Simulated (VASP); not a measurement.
Here is the system:

```
CELL_PARAMETERS angstrom
      3.99405     0.00000     0.00000
      0.00000     3.99405     0.00000
      0.00000     0.00000     3.99405
ATOMIC_POSITIONS crystal
  K  0.00000 0.00000 0.00000
  Ta 0.50000 0.50000 0.50000
  O  0.50000 0.00000 0.50000
  O  0.00000 0.50000 0.50000
  O  0.50000 0.50000 0.00000
```

Level of theory: MS2 meta-GGA, VASP's PBE PAW potentials (set 64) (plane waves; VASP). Run with 520 eV cut-off, 6×6×6 Γ-centred mesh, tetrahedra with Blöchl corrections, potentials K_sv Ta_pv O.

The cores are frozen, which limits the accuracy of field gradients.

Q: Give the principal components of the electric field gradient (V/Å²) and the asymmetry η at each nucleus.

A: 
```
atom   Vxx   Vyy   Vzz     η
----  ----  ----  ----  ----
K1     0.0   0.0   0.0     -
Ta2    0.0   0.0   0.0     -
O3    -9.3  -9.3  18.6  0.00
O4    -9.3  -9.3  18.6  0.00
O5    -9.3  -9.3  18.6  0.00
```

The compound is KTaO3 in the cubic perovskite structure. It was relaxed first.
